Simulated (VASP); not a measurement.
Given:

```
Zr
1.0
    2.89854     0.00000     0.00000
    0.00000     2.89854     0.00000
    0.00000     0.00000     2.89854
Zr
1
Direct
  0.00000   0.00000   0.00000
```

Computed with r2SCAN meta-GGA, VASP's PBE PAW potentials (set 64) (plane waves; VASP). Settings: 400 eV cut-off, 14×14×14 Γ-centred mesh, tetrahedra with Blöchl corrections, potentials Zr_sv.

Question: Tabulate the total density of states (states/eV per cell) against energy (eV; zero at the valence-band maximum or, without a gap, the Fermi level).

Answer: 
```
E (eV) | DOS (states/eV)
    -9.98 |  0.00
    -9.38 |  0.00
    -8.90 |  0.00
    -8.30 |  0.00
    -7.70 |  0.00
    -7.22 |  0.00
    -6.62 |  0.00
    -6.02 |  0.00
    -5.54 |  0.00
    -4.94 | # 0.06
    -4.34 | ## 0.11
    -3.86 | ## 0.16
    -3.26 | ### 0.24
    -2.66 | ########### 0.79
    -2.18 | ###################### 1.52
    -1.58 | ########## 0.72
    -0.98 | ############### 1.05
    -0.50 | ##################### 1.46
     0.10 | ############################## 2.09
     0.70 | ################ 1.10
     1.18 | ####### 0.52
     1.78 | ############ 0.87
     2.38 | ############### 1.05
     2.86 | ################### 1.30
     3.46 | ############## 1.00
```
Within 2 eV below the Fermi level the largest weight inside VASP's projection spheres is Zr d.

The structure was generated: Zr was put into the simple-cubic type (Pm-3m), which need not be its known phase. It was relaxed first, which changed the volume by -6 %.
